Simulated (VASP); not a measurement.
TiTe2:

```
CELL_PARAMETERS angstrom
3.77700 0.00000 0.00000
-1.88850 3.27098 0.00000
0.00000 0.00000 6.49800
ATOMIC_POSITIONS crystal
Ti 0.00000 0.00000 0.00000
Te 0.66667 0.33333 0.26280
Te 0.33333 0.66667 0.73720
```

- Program: VASP 6.6.1
- Task: relaxation of cell and atoms
- Functional: PBE
- Potentials or basis: VASP PAW PBE potentials, release 64 (Ti_sv, Te)
- Cutoff: 600 eV
- k mesh: 12 × 12 × 6
- Occupations: methfessel-paxton, width 0.1 eV
- Spin: no spin polarisation

At the start: pressure 0.9 GPa; volume 26.76 Å³/atom.

Where does the relaxation end?

Over 13 steps the energy falls by 4.7 meV/atom and the volume is 28.00 Å³/atom (+4.6 %); space group P-3m1 (No. 164, to 0.05 Å).

The path:
| step | energy change (eV) | largest force (eV/Å) | pressure (GPa) | volume (Å³) |
| --- | --- | --- | --- | --- |
| 1 | 0.0000 | 0.0392 | 0.89 | 80.28 |
| 2 | -0.0033 | 0.1852 | -0.53 | 82.02 |
| 3 | -0.0042 | 0.1163 | -0.10 | 81.47 |
| 4 | -0.0062 | 0.1075 | -0.06 | 81.59 |
| 5 | -0.0101 | 0.0840 | 0.11 | 81.95 |
| 6 | -0.0091 | 0.0477 | 0.52 | 82.62 |
| 7 | -0.0111 | 0.0638 | 0.28 | 82.26 |
| 8 | -0.0127 | 0.0744 | -0.02 | 83.10 |
| 9 | -0.0132 | 0.0819 | -0.18 | 83.62 |
| 10 | -0.0129 | 0.0967 | -0.51 | 84.65 |
| 11 | -0.0133 | 0.0854 | -0.27 | 83.89 |
| 12 | -0.0141 | 0.0151 | 0.08 | 84.02 |
| 13 | -0.0141 | 0.0016 | 0.03 | 84.00 |

Final structure:
```xyz
3
Lattice="3.7707 0.0000 0.0000 -1.8853 3.2655 0.0000 0.0000 0.0000 6.8219" Properties=species:S:1:pos:R:3 pbc="T T T"
Ti    0.0000    0.0000    0.0000
Te    1.8853    1.0885    1.7288
Te    0.0000    2.1770    5.0931
```

Caveat: this functional lacks dispersion, which binds the layers, so the pressure and a relaxed spacing across them are unreliable.
